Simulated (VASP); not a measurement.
Ti3ZnH, 5 atoms in the cell. The structure is cubic, space group Pm-3m (No. 221). Conventional cell: a = 4.047 Å, b = 4.047 Å, c = 4.047 Å, α = 90.00°, β = 90.00°, γ = 90.00°. Around Ti (site symmetry 4/mmm) lie 2 H at 2.02 Å. Around Zn (site symmetry m-3m) lie 12 Ti at 2.86 Å. H (site symmetry m-3m) has 6 Ti at 2.02 Å as nearest neighbours. The cell was built by a generator and needn't be a form met in nature.

| Item | Value |
| --- | --- |
| Program | VASP 6.6.1 |
| Task | relaxation of cell and atoms |
| Functional | PBE |
| Potentials or basis | VASP PAW PBE potentials, release 64 (Ti_sv, Zn, H) |
| Cutoff | 600 eV |
| k mesh | 7 × 7 × 7 |
| Occupations | gaussian, width 0.05 eV |
| Spin | no spin polarisation |
| Further INCAR settings | ALGO = Normal; EDIFF = 1e-07; IBRION = 2; EDIFFG = -0.005; NSW = 40; ISIF = 3 |

Potentials or basis: VASP PAW PBE potentials, release 64 (Ti_sv, Zn, H).

Launch:

```console
$ cat potpaw_PBE.64/Ti_sv/POTCAR potpaw_PBE.64/Zn/POTCAR potpaw_PBE.64/H/POTCAR > POTCAR
$ mpirun -np 1 vasp_std > vasp.out
```

Hardware: 1 thread of Intel(R) Xeon(R) 6975P-C (Granite Rapids), with other jobs on the host.

Task: How long does it take, and how much memory?

Result: Run time: 18 s on 1 thread of Intel(R) Xeon(R) 6975P-C (Granite Rapids), with other jobs on the host, peak memory 0.2 GiB. Counts: scf iterations 16, k points 20, ion steps 1.
